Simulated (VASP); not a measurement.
Method: r2SCAN meta-GGA, VASP's PBE PAW potentials (set 64) (plane waves; VASP 6.6.1).

VASP input:

### INCAR
```
# general
SYSTEM  = AgB
PREC    = Accurate
ENCUT   = 600
LREAL   = .FALSE.
LASPH   = .TRUE.

# electronic loop
EDIFF   = 1E-7
NELM    = 100
ALGO    = Normal
LMAXMIX = 4
LMIXTAU = .TRUE.

# smearing
ISMEAR  = 1
SIGMA   = 0.1

# functional
METAGGA = R2SCAN

# ions
ISIF    = 2

# output
LWAVE   = .FALSE.
LCHARG  = .FALSE.
```

KPOINTS:
```
Automatic mesh
0
Gamma
12 12 12
0 0 0
```

File POSCAR:
```
AgB
1
    2.9013615920     0.0000000000     0.0000000000
    0.0000000000     2.9013615920    -0.0435204239
    0.0000000000    -0.0435204239     2.9013615920
Ag B
1 1
Direct
  0.0000000000   0.0000000000   0.0000000000
  0.5000000000   0.5000000000   0.5000000000
```

POTCAR, in this order: Ag B (PBE.64 set). Program: vasp_std.

Output of the run:

### OSZICAR
```
       N       E                     dE             d eps       ncg     rms          rms(c)
DAV:   1     0.451649184829E+02    0.45165E+02   -0.79377E+03  6646   0.139E+03
DAV:   2    -0.290750379922E+02   -0.74240E+02   -0.70668E+02  7177   0.254E+02
DAV:   3    -0.304771161246E+02   -0.14021E+01   -0.13814E+01  7722   0.363E+01
DAV:   4    -0.304841668496E+02   -0.70507E-02   -0.70487E-02  7499   0.263E+00
DAV:   5    -0.304842302370E+02   -0.63387E-04   -0.63387E-04  7785   0.261E-01    0.110E+01
DAV:   6    -0.257833739556E+02    0.47009E+01   -0.14687E+01  6748   0.484E+01    0.108E+01
DAV:   7    -0.258103914673E+02   -0.27018E-01   -0.96515E-01  6913   0.134E+01    0.514E+00
DAV:   8    -0.258005716102E+02    0.98199E-02   -0.15585E-01  7237   0.498E+00    0.826E-01
DAV:   9    -0.257942706304E+02    0.63010E-02   -0.36341E-02  6897   0.252E+00    0.185E-01
DAV:  10    -0.258003009979E+02   -0.60304E-02   -0.81671E-03  7005   0.113E+00    0.608E-02
DAV:  11    -0.258006130448E+02   -0.31205E-03   -0.72359E-04  7574   0.335E-01    0.575E-02
DAV:  12    -0.258005811398E+02    0.31905E-04   -0.63873E-05  7433   0.101E-01    0.394E-02
DAV:  13    -0.258006542074E+02   -0.73068E-04   -0.85827E-05  6971   0.120E-01    0.288E-03
DAV:  14    -0.258006530798E+02    0.11276E-05   -0.59630E-06  7108   0.329E-02    0.514E-03
DAV:  15    -0.258006571417E+02   -0.40619E-05   -0.19241E-06  7508   0.157E-02    0.256E-03
DAV:  16    -0.258006577120E+02   -0.57031E-06   -0.82860E-07  7096   0.104E-02    0.455E-04
DAV:  17    -0.258006576629E+02    0.49153E-07   -0.32844E-08  3695   0.245E-03
   1 F= -.25800658E+02 E0= -.25800740E+02  d E =0.248010E-03
```

### OUTCAR
```
------------------------ aborting loop because EDIFF is reached ----------------------------------------
  FORCE on cell =-STRESS in cart. coord.  units (eV):
  Direction    XX          YY          ZZ          XY          YZ          ZX
  --------------------------------------------------------------------------------------
  Total        0.0766970      0.0892497      0.0892497      0.0000000     -0.0706346      0.0000000
  in kB        5.0324695      5.8561170      5.8561170      0.0000000     -4.6346818      0.0000000
  external PRESSURE =       5.5815678 kB  Pullay stress =       0.0000000 kB
  volume of cell :       24.42
      direct lattice vectors                 reciprocal lattice vectors
     2.901361592  0.000000000  0.000000000     0.344665761  0.000000000  0.000000000
     0.000000000  2.901361592 -0.043520424     0.000000000  0.344743328  0.005171150
     0.000000000 -0.043520424  2.901361592     0.000000000  0.005171150  0.344743328
 POSITION                                       TOTAL-FORCE (eV/Angst)
 -----------------------------------------------------------------------------------
      0.00000      0.00000      0.00000         0.000000      0.000000      0.000000
      1.45068      1.42892      1.42892         0.000000     -0.000000      0.000000
 -----------------------------------------------------------------------------------
    total drift:                                0.000000      0.000000      0.000000
  FREE ENERGIE OF THE ION-ELECTRON SYSTEM (eV)
  ---------------------------------------------------
  free  energy   TOTEN  =       -25.8006576629 eV

  energy  without entropy=      -25.8009056726  energy(sigma->0) =      -25.80074033
```
(Selected blocks of OUTCAR.)

The structure was generated: AgB was put into the CsCl type (Pm-3m), which need not be its known phase. This cell was strained or had an atom moved on purpose.
